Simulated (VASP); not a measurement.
Crystal: Rh.

```xyz
1
Lattice="0.0000 1.8979 1.8979 1.8979 0.0000 1.8979 1.8979 1.8979 0.0000" Properties=species:S:1:pos:R:3 pbc="T T T"
Rh    0.0000    0.0000    0.0000
```

| Quantity | Value |
| --- | --- |
| Program | VASP 6.6.1 |
| Task | relaxation of cell and atoms |
| Functional | PBE |
| Potentials or basis | VASP PAW PBE potentials, release 64 (Rh_pv) |
| Cutoff | 600 eV |
| k mesh | 16 × 16 × 16 |
| Occupations | methfessel-paxton, width 0.1 eV |
| Spin | no spin polarisation |

At the start: pressure 7.4 GPa; volume 13.67 Å³/atom.

Problem. How do energy, volume and symmetry change on relaxing?

Solution. Over 3 steps the energy falls by 8.2 meV/atom and the volume is 14.05 Å³/atom (+2.8 %); space group Fm-3m (No. 225, to 0.05 Å).

Step by step:
```
step  energy change (eV)  largest force (eV/Å)  pressure (GPa)  volume (Å³)
   1              0.0000                0.0000            7.36        13.67
   2              0.0336                0.0000          -13.73        14.95
   3             -0.0082                0.0000           -0.07        14.05
```

Final structure:
```
Rh
1.0
     0.00000    1.91510    1.91510
     1.91510    0.00000    1.91510
     1.91510    1.91510    0.00000
Rh
1
Cartesian
  0.0000 0.0000 0.0000
```
